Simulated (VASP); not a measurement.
Crystal: Lu.

```xyz
2
Lattice="3.4496 0.0000 0.0000 -1.7248 2.9874 0.0000 0.0000 0.0000 5.3562" Properties=species:S:1:pos:R:3 pbc="T T T"
Lu    0.0000    1.9916    1.3391
Lu    1.7248    0.9958    4.0172
```

Base run:

| Quantity | Value |
| --- | --- |
| Program | VASP 6.6.1 |
| Functional | PBEsol |
| Potentials or basis | VASP PAW PBE potentials, release 64 (Lu) |
| Cutoff | 900 eV |
| k mesh | 15 × 15 × 8 |
| Occupations | gaussian, width 0.1 eV |
| Spin | no spin polarisation |

Its results: band gap on the k mesh none (metal or under the smearing width); pressure -0.1 GPa.

Problem. The run is repeated on the same cell with these changes: cutoff from 900 eV to 520 eV; occupations from gaussian, width 0.1 eV to gaussian, width 0.5 eV. What comes out?

Solution. Band gap on the k mesh none (metal or under the smearing width); pressure 0.4 GPa.

Caveats: the PAW data sets were made with another functional, which shifts forces and pressure a little.

Not every run made on this cell is shown here.
